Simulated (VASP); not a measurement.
Consider the following.

```xyz
1
Lattice="0.0000 1.9200 1.9200 1.9200 0.0000 1.9200 1.9200 1.9200 0.0000" Properties=species:S:1:pos:R:3 pbc="T T T"
Ir     0.0000     0.0000     0.0000
```

Method: optB88-vdW, VASP's PBE PAW potentials (set 64) (plane waves; VASP). Numerical set-up: 520 eV cut-off, 15×15×15 Γ-centred mesh, first-order Methfessel-Paxton smearing of 0.10 eV, potentials Ir.

Energy and stress use the plane-wave basis of the starting cell.

**Question.** The ions, cell shape and volume are relaxed. What does this cell relax into?

**Answer.** 
```xyz
1
Lattice="0.0000 1.9426 1.9426 1.9426 0.0000 1.9426 1.9426 1.9426 0.0000" Properties=species:S:1:pos:R:3 pbc="T T T"
Ir     0.0000     0.0000     0.0000
```
Space group Fm-3m (225), at a tolerance of 0.03 Å.

**Question.** How do energy and volume change from the first to the last step?

**Answer.** The energy (σ→0) changes by -19.8 meV/atom and the volume by +3.6 %, in 4 ionic steps.

```csv
step,E(σ→0) (eV),max force (eV/Å),pressure (GPa),volume (Å³)
1,-6.1612,0.000,13.10,14.16
2,-5.9556,0.000,-31.49,16.66
3,-6.1810,0.000,-0.68,14.69
4,-6.1811,0.000,-0.08,14.66
```

The compound is Ir in the fcc structure. This run relaxes it. Symmetry was kept, so distortions that lower it aren't found.
